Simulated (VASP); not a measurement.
A VASP calculation is set up with these files.

**INCAR**
```
# general
SYSTEM  =SnO2
PREC    =Accurate
ENCUT   =520   # plane-wave cut-off (eV)
LREAL   =.FALSE.   # projection in real space or not
LASPH   =.TRUE.

# electronic loop
EDIFF   =1E-7   # SCF stop (eV)
NELM    =100
ALGO    =Normal   # blocked Davidson
LMAXMIX =4   # l cut-off of mixed one-centre charges

# smearing
ISMEAR  =0   # Gaussian
SIGMA   =0.05   # width (eV)

# functional
GGA     =MK
LUSE_VDW=.TRUE.
AGGAC   =0.0
PARAM1  =0.1234
PARAM2  =1.0

# ions
IBRION  =2   # conjugate gradients
NSW     =30
ISIF    =4
EDIFFG  =-0.01

# output
LWAVE   =.FALSE.
LCHARG  =.FALSE.
```

### POSCAR
```
SnO2
1
    4.8824159583     0.0000000000     0.0000000000
    0.0000000000     4.8824159583     0.0000000000
    0.0000000000     0.0000000000     3.3001441219
Sn O
2 4
Direct
  0.0000000000   0.0000000000   0.0000000000
  0.5000000000   0.5000000000   0.5000000000
  0.3061319584   0.3061319584   0.0000000000
  0.8061319584   0.1938680416   0.5000000000
  0.1938680416   0.8061319584   0.5000000000
  0.6938680416   0.6938680416   0.0000000000
```

**KPOINTS**
```
Automatic mesh
0
Gamma
5 5 7
0 0 0
```

POTCAR, in this order: Sn_d O (PBE.64 set). Program: vasp_std.

Problem. Write an equivalent input for Quantum ESPRESSO's pw.x.

Solution. One equivalent input (not run):
```
&CONTROL
  calculation = 'vc-relax'
  pseudo_dir = './pseudo'
  outdir = './out'
  tprnfor = .true.
  tstress = .true.
  nstep = 30
  forc_conv_thr = 0.00039
/
&SYSTEM
  ibrav = 0
  nat = 6
  ntyp = 2
  ecutwfc = 84
  occupations = 'smearing'
  smearing = 'gaussian'
  degauss = 0.003675
  input_dft = 'vdw-df-ob86'
/
&ELECTRONS
  conv_thr = 7.3e-09
  electron_maxstep = 100
/
&IONS
/
&CELL
  cell_dofree = 'shape'
/
ATOMIC_SPECIES
  Sn 118.710 Sn.upf
  O 15.999 O.upf
CELL_PARAMETERS angstrom
     4.8824160    0.0000000    0.0000000
     0.0000000    4.8824160    0.0000000
     0.0000000    0.0000000    3.3001441
ATOMIC_POSITIONS crystal
  Sn   0.0000000  0.0000000  0.0000000
  Sn   0.5000000  0.5000000  0.5000000
  O    0.3061320  0.3061320  0.0000000
  O    0.8061320  0.1938680  0.5000000
  O    0.1938680  0.8061320  0.5000000
  O    0.6938680  0.6938680  0.0000000
K_POINTS automatic
  5 5 7 0 0 0
```
Limits of the translation: the potentials are each code's own (VASP's PAW set, PseudoDojo norm-conserving files in pw.x), so ENCUT and ecutwfc are chosen apart and not converted; conv_thr bounds pw.x's estimated SCF error, while EDIFF bounds the energy change between steps; forc_conv_thr acts on force components and is met together with etot_conv_thr.

The compound is SnO2 in the rutile structure. This cell is one point of a volume scan, at 1.06 of the reference volume. Symmetry was kept, so distortions that lower it aren't found.
